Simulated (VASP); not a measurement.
Consider the following.

```
TiB2
1.0
   -1.58236     1.58236     2.98249
    1.58236    -1.58236     2.98249
    1.58236     1.58236    -2.98249
Ti B
1 2
Direct
  0.00000   0.00000   0.00000
  0.36782   0.36782   0.00000
  0.63218   0.63218   0.00000
```

Computed with PBEsol GGA, VASP's PBE PAW potentials (set 64) (plane waves; VASP). Numerical set-up: 520 eV cut-off, Gaussian smearing of 0.050 eV, potentials Ti_sv B.

**Question.** Give the energies of bands 6 to 12 at the high-symmetry points, in eV from the Fermi level.

**Answer.** 
```json
[
 {"band": "6", "Γ": "-4.25", "X": "-4.16", "P": "-3.92", "N": "-6.60", "M": "-6.87", "S": "-5.50", "R": "-4.16"},
 {"band": "7", "Γ": "-0.51", "X": "-3.51", "P": "-3.92", "N": "-2.60", "M": "-0.94", "S": "-5.08", "R": "-4.07"},
 {"band": "8", "Γ": "-0.51", "X": "-1.94", "P": "-3.27", "N": "-1.99", "M": "-0.32", "S": "-1.90", "R": "-2.00"},
 {"band": "9", "Γ": "-0.14", "X": "-1.48", "P": "0.52", "N": "-1.75", "M": "-0.32", "S": "-1.09", "R": "-0.94"},
 {"band": "10", "Γ": "2.01", "X": "-0.48", "P": "0.55", "N": "1.58", "M": "0.45", "S": "1.92", "R": "-0.62"},
 {"band": "11", "Γ": "2.34", "X": "1.21", "P": "0.55", "N": "2.03", "M": "2.23", "S": "2.65", "R": "1.28"},
 {"band": "12", "Γ": "2.34", "X": "3.33", "P": "3.33", "N": "3.28", "M": "2.27", "S": "2.93", "R": "3.28"}
]
```

It has no gap at this level: it comes out as a metal or semimetal.

The structure was generated: TiB2 was put into the MoSi2 type (I4/mmm), which need not be its known phase. It was relaxed first, which changed the volume by +7 %.
